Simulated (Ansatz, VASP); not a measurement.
One calculation of Sr2Sc, two programs

```
CELL_PARAMETERS angstrom
0.00000 4.40057 4.40057
4.40057 0.00000 4.40057
4.40057 4.40057 0.00000
ATOMIC_POSITIONS crystal
Sr 0.62500 0.62500 0.62500
Sr 0.12500 0.62500 0.62500
Sr 0.62500 0.62500 0.12500
Sr 0.62500 0.12500 0.62500
Sc 0.00000 0.00000 0.00000
Sc 0.25000 0.25000 0.25000
```

Alike in both runs: task single point; functional PBE; k mesh 4 × 4 × 4; occupations gaussian, width 0.1 eV; no spin polarisation.

```csv
,VASP,Ansatz
version,VASP 6.6.1,Ansatz 0.2.0
potentials or method,"VASP PAW PBE potentials, release 64 (Sr_sv, Sc_sv)","scalar-relativistic, plane waves, PAW"
plane-wave cutoff (eV),520,420
valence electrons in the cell,62,62
```

Ansatz gave:

```
gap on the k mesh at the Fermi level (eV) : none
pressure (GPa)                            : 12.6
```

**Question.** Estimate VASP's values.

**Answer.** gap on the k mesh at the Fermi level (eV): none; pressure (GPa): 12.8.

A gap of «none» marks a metal or a gap that the smearing closes.
